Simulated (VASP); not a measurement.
A cell of SnO (litharge) near equilibrium:

```
CELL_PARAMETERS angstrom
      3.80969     0.00000     0.00000
      0.00000     3.80969     0.00000
      0.00000     0.00000     4.91630
ATOMIC_POSITIONS crystal
  Sn 0.50000 0.00000 0.76542
  Sn 0.00000 0.50000 0.23458
  O  0.50000 0.50000 0.00000
  O  0.00000 0.00000 0.00000
```

Calculation: r2SCAN meta-GGA, VASP's PBE PAW potentials (set 64) (plane waves; VASP).

Unless said otherwise, spin-orbit coupling is left out, though it shifts the bands of the heavy elements here.

| run | ΔE (meV/atom) | σxx | σyy | σzz | largest shear component, with its sign (GPa) | largest force (eV/Å) | gap (eV) |
|---|---|---|---|---|---|---|---|
| as it is | 0.0 | 0.10 | 0.10 | -0.09 | 0.00 | 0.009 | 0.30 |
| after one change | 13.1 | 5.45 | 5.45 | 3.97 | 0.00 | 0.690 | 0.10 |
Stress is in GPa, positive when the cell is compressed; gaps are those on the k-mesh, and 0.00 means metallic.

Question: Name the change that produced these shifts.
A) atom 2 (Sn) moved by 0.100 Å along z
B) uniaxial strain of -1.0 % along z with the ions relaxed
C) isotropic strain of -1.5 %

Answer: C, isotropic strain of -1.5 %

The compound is SnO in the litharge structure.
